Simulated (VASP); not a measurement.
Input for VASP

File KPOINTS:
```
K-points
0
Gamma
 9 9 9
0 0 0
```

POSCAR:
```
ZrGe2
7.4563250
  0.2540471081  -1.0000000343   0.0000000000
  0.2540471081   1.0000000343   0.0000000000
  0.0000000000   0.0000000000   0.5052003776
Ge Zr
4 2
Cartesian
  0.2540471081  -0.8810538596   0.1263000944
  0.2540471081   0.8810538596   0.3789002832
  0.2540471081   0.5002240842   0.1263000944
  0.2540471081  -0.5002240842   0.3789002832
  0.2540471081  -0.2093417700   0.1263000944
  0.2540471081   0.2093417700   0.3789002832
```

INCAR:
```
# general
SYSTEM  = ZrGe2
PREC    = Accurate
ENCUT   = 400
LREAL   = F
LASPH   = T

# electronic loop
EDIFF   = 1E-7
NELM    = 100
ALGO    = Normal
LMAXMIX = 4

# smearing
ISMEAR  = -5

# functional
GGA     = PS

# ions
ISIF    = 2

# output
LWAVE   = F
LCHARG  = T
LORBIT  = 11
NEDOS   = 601

# other
LEFG    = T
```

POTCAR, in this order: Ge_d Zr_sv (PBE.64 set). Program: vasp_std.

Write an equivalent input for Ansatz.

One equivalent input (not run):
Ansatz 0.2 input:
```yaml
crystal:
  lattice:
    - [1.8942578, -7.4563253, 0.0000000]
    - [1.8942578, 7.4563253, 0.0000000]
    - [0.0000000, 0.0000000, 3.7669382]
  atoms:
    - { symbol: Ge, position: [0.9405269, 0.0594731, 0.2500000] }
    - { symbol: Ge, position: [0.0594731, 0.9405269, 0.7500000] }
    - { symbol: Ge, position: [0.2498880, 0.7501120, 0.2500000] }
    - { symbol: Ge, position: [0.7501120, 0.2498880, 0.7500000] }
    - { symbol: Zr, position: [0.6046709, 0.3953291, 0.2500000] }
    - { symbol: Zr, position: [0.3953291, 0.6046709, 0.7500000] }
kpoints:
  mp_grid: { grid: [9, 9, 9] }
hamiltonian:
  xc: pbesol
  pseudopotentials: { kind: paw }
scf:
  occupations: { method: tetrahedron }
  max_iter: 100
output: { forces: true, stress: true, eigenvalues: true }
```
The two are equivalent in intent, not identical: each code has its own PAW files, so the cut-off isn't converted (ENCUT is set for VASP's; basis.ecutwfc is left out, and Ansatz then takes the one that its files recommend); Ansatz stops its SCF on the density residual and VASP on the energy change (EDIFF); the field gradients of LEFG aren't asked of the other code.

The structure was generated: ZrGe2 was put into the C49 type (Cmcm), which need not be its known phase. It was relaxed first.
